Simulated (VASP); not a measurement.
VASP input:

**INCAR**
```
SYSTEM = V2O3
PREC = Accurate
ENCUT = 600
EDIFF = 1E-6
NELM = 100
ALGO = Normal
LREAL = .FALSE.
LASPH = .TRUE.
ISMEAR = 0
SIGMA = 0.05
GGA = PE
LMAXMIX = 4
LWAVE = .FALSE.
LCHARG = .FALSE.
ISIF = 2
ISPIN = 2
MAGMOM = 2.0 2.0 2.0 2.0 0.0 0.0 0.0 0.0 0.0 0.0
LORBIT = 11
LDAU = .TRUE.
LDAUTYPE = 2
LDAUL = 2 -1
LDAUU = 3.25 0
LDAUJ = 0 0
```

**POSCAR**
```
V2O3
1
    2.4248290000     1.3999760000     4.4125070000
   -2.4248290000     1.3999760000     4.4125070000
    0.0000000000    -2.7999510000     4.4125070000
V O
4 6
Direct
  0.3521600000   0.3521600000   0.3521600000
  0.1478400000   0.1478400000   0.1478400000
  0.6478400000   0.6478400000   0.6478400000
  0.8521600000   0.8521600000   0.8521600000
  0.5561000000   0.9439000000   0.2500000000
  0.2500000000   0.5561000000   0.9439000000
  0.9439000000   0.2500000000   0.5561000000
  0.4439000000   0.0561000000   0.7500000000
  0.7500000000   0.4439000000   0.0561000000
  0.0561000000   0.7500000000   0.4439000000
```

KPOINTS:
```
Automatic mesh
0
Gamma
4 4 4
0 0 0
```

POTCAR, in this order: V_sv O (PBE.64 set). Program: vasp_std.

Task: Translate this PBE+U calculation to Ansatz.

Result: One equivalent input (not run):
Ansatz 0.2 input:
```yaml
crystal:
  lattice:
    - [2.4248290, 1.3999760, 4.4125070]
    - [-2.4248290, 1.3999760, 4.4125070]
    - [0.0000000, -2.7999510, 4.4125070]
  atoms:
    - { symbol: V, position: [0.3521600, 0.3521600, 0.3521600], spin: 2 }
    - { symbol: V, position: [0.1478400, 0.1478400, 0.1478400], spin: 2 }
    - { symbol: V, position: [0.6478400, 0.6478400, 0.6478400], spin: 2 }
    - { symbol: V, position: [0.8521600, 0.8521600, 0.8521600], spin: 2 }
    - { symbol: O, position: [0.5561000, 0.9439000, 0.2500000] }
    - { symbol: O, position: [0.2500000, 0.5561000, 0.9439000] }
    - { symbol: O, position: [0.9439000, 0.2500000, 0.5561000] }
    - { symbol: O, position: [0.4439000, 0.0561000, 0.7500000] }
    - { symbol: O, position: [0.7500000, 0.4439000, 0.0561000] }
    - { symbol: O, position: [0.0561000, 0.7500000, 0.4439000] }
kpoints:
  mp_grid: { grid: [4, 4, 4] }
hamiltonian:
  xc: pbe
  pseudopotentials: { kind: paw }
  hubbard:
    sites:
      - { species: V, l: d, u_eff: 3.25 }
magnetization: { spin_polarized: true }
scf:
  occupations: { method: gaussian, width: 0.05 }
  max_iter: 100
output: { forces: true, stress: true, eigenvalues: true }
```
What does not carry over: each code has its own PAW files, so the cut-off isn't converted (ENCUT is set for VASP's; basis.ecutwfc is left out, and Ansatz then takes the one that its files recommend); Ansatz stops its SCF on the density residual and VASP on the energy change (EDIFF); the +U projectors differ, so the same U acts differently.

The structure was generated: V2O3 was put into an ordered model structure, which need not be its known phase. The cell was not relaxed at this level. The k-mesh is coarse (spacing up to 0.39 per Å, 2π included), so the numbers may not be converged in it. The run is one of a series of settings (ENCUT = 600 against the base run), some of them coarse on purpose.
